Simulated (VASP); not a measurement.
VASP runs on PdIn (space group Pm-3m) share one base input (PBE GGA, plane waves, VASP's PBE PAW potentials (set 64)) and change the settings named in each case.

KPOINTS:
```
Automatic mesh
0
Gamma
13 13 13
0 0 0
```

### POSCAR
```
PdIn
3.2815250
  1.0000000000   0.0000000000   0.0000000000
  0.0000000000   1.0000000000   0.0000000000
  0.0000000000   0.0000000000   1.0000000000
In Pd
1 1
Direct
  0.5000000000   0.5000000000   0.5000000000
  0.0000000000   0.0000000000   0.0000000000
```

### INCAR
```
# general
SYSTEM =PdIn
PREC   =Accurate
ENCUT  =300
LREAL  =.FALSE.
LASPH  =.TRUE.

# electronic loop
EDIFF  =1E-6
NELM   =100
ALGO   =Normal
LMAXMIX=4

# smearing
ISMEAR =-1
SIGMA  =0.136

# functional
GGA    =PE

# ions
ISIF   =2

# output
LWAVE  =.FALSE.
LCHARG =.FALSE.
```

POTCAR, in this order: In_d Pd (PBE.64 set). Program: vasp_std.

```
change                                                                                                              E(σ→0) (eV/atom)  pressure (GPa)  −TS (eV)
------------------------------------------------------------------------------------------------------------------  ----------------  --------------  --------
base run                                                                                                                     -4.3721            2.39   -0.0443
GGA = PS                                                                                                                     -4.9970           -4.12   -0.0448
GGA_COMPAT = .FALSE., LNONCOLLINEAR = .TRUE., LSORBIT = .TRUE., MAGMOM = 0.0 0.0 0.0 0.0 0.0 0.0, program vasp_ncl           -4.4053             ___       ___
KPOINTS 3×3×3 Γ-centred mesh                                                                                                 -4.2934            1.40   -0.0839
```

Q: Complete the blanks.

A: 
- GGA_COMPAT = .FALSE., LNONCOLLINEAR = .TRUE., LSORBIT = .TRUE., MAGMOM = 0.0 0.0 0.0 0.0 0.0 0.0, program vasp_ncl, pressure (GPa): 2.30
- GGA_COMPAT = .FALSE., LNONCOLLINEAR = .TRUE., LSORBIT = .TRUE., MAGMOM = 0.0 0.0 0.0 0.0 0.0 0.0, program vasp_ncl, −TS (eV): -0.0445

Energies of different potentials or functionals have different zeros.  Unless said otherwise, spin-orbit coupling is left out, though it shifts the bands of the heavy elements here. At 300 eV the pressure can carry a Pulay error.

Left out are runs that ran out of time, are held back, or changed the cell or the kind of run, fixed moments of cells without a moment, rows past the twelfth, gaps on odd meshes, pressures of charged cells and columns that move by less than the noise.

The structure is a typed PdIn crystal. The cell was not relaxed at this level, its lattice was scaled by up to 2.5 %.
